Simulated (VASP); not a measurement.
Crystal: Na3AlO3.

```
Na Al O
1.0
     5.22375    0.00000    0.00000
    -2.61188    4.52390    0.00000
     0.00000    0.00000    5.39653
Na Al O
3 1 3
Direct
  0.50000 0.00000 0.50000
  0.00000 0.50000 0.50000
  0.50000 0.50000 0.50000
  0.00000 0.00000 0.50000
  0.50000 0.00000 0.00000
  0.00000 0.50000 0.00000
  0.50000 0.50000 0.00000
```

The cell was built by a generator and needn't be a form met in nature.

* Program: VASP 6.6.1
* Task: relaxation of cell and atoms
* Functional: PBE
* Potentials or basis: VASP PAW PBE potentials, release 64 (Na_pv, Al, O)
* Cutoff: 520 eV
* k mesh: 3 × 3 × 3
* Occupations: gaussian, width 0.15 eV
* Spin: no spin polarisation

At the start: pressure 2.3 GPa; volume 18.22 Å³/atom.

Task: How do energy, volume and symmetry change on relaxing?

Result: Over 5 steps the energy falls by 847.6 meV/atom and the volume is 19.12 Å³/atom (+4.9 %); space group P6/mmm (No. 191, to 0.05 Å).

The path:
```csv
step,energy change (eV),largest force (eV/Å),pressure (GPa),volume (Å³)
1,0.0000,0.0000,2.31,127.53
2,-4.2854,0.0000,-2.30,130.26
3,-5.9064,0.0000,1.18,129.33
4,-5.9050,0.0000,1.77,129.14
5,-5.9329,0.0000,-0.15,133.83
```

Final structure:
```
Na Al O
1.0
     6.09487    0.00000    0.00000
    -3.04743    5.27831    0.00000
     0.00000    0.00000    4.15993
Na Al O
3 1 3
Direct
  0.50000 0.00000 0.50000
  0.00000 0.50000 0.50000
  0.50000 0.50000 0.50000
  0.00000 0.00000 0.50000
  0.50000 0.00000 0.00000
  0.00000 0.50000 0.00000
  0.50000 0.50000 0.00000
```

Caveat: the k mesh is coarse (spacing up to 0.46 Å⁻¹), so the values aren't converged.
